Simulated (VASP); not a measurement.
Crystal: CdTe.

```xyz
2
Lattice="0.0000 3.2405 3.2405 3.2405 0.0000 3.2405 3.2405 3.2405 0.0000" Properties=species:S:1:pos:R:3 pbc="T T T"
Cd    0.0000    0.0000    0.0000
Te    1.6202    1.6202    1.6202
```

The cell was built by a generator and isn't the measured one.

Base run:

| Property | Result |
| --- | --- |
| Program | VASP 6.6.1 |
| Functional | LDA |
| Potentials or basis | VASP PAW LDA potentials, release 64 (Cd, Te) |
| Cutoff | 520 eV |
| k mesh | 8 × 8 × 8 |
| Occupations | gaussian, width 0.02 eV |
| Spin | non-collinear spin, zero start, spin-orbit coupling |
| Starting moments | [[0.0, 0.0, 0.0], [0.0, 0.0, 0.0]] μB |

Its results: pressure -1.2 GPa; net moment 0.00 μB per cell.

The run is repeated on the same cell with these changes: functional from LDA to PBE; potentials or basis from VASP PAW LDA potentials, release 64 (Cd, Te) to VASP PAW PBE potentials, release 64 (Cd, Te). What comes out?

Pressure 2.7 GPa; net moment 0.00 μB per cell.

Not every run made on this cell is shown here.
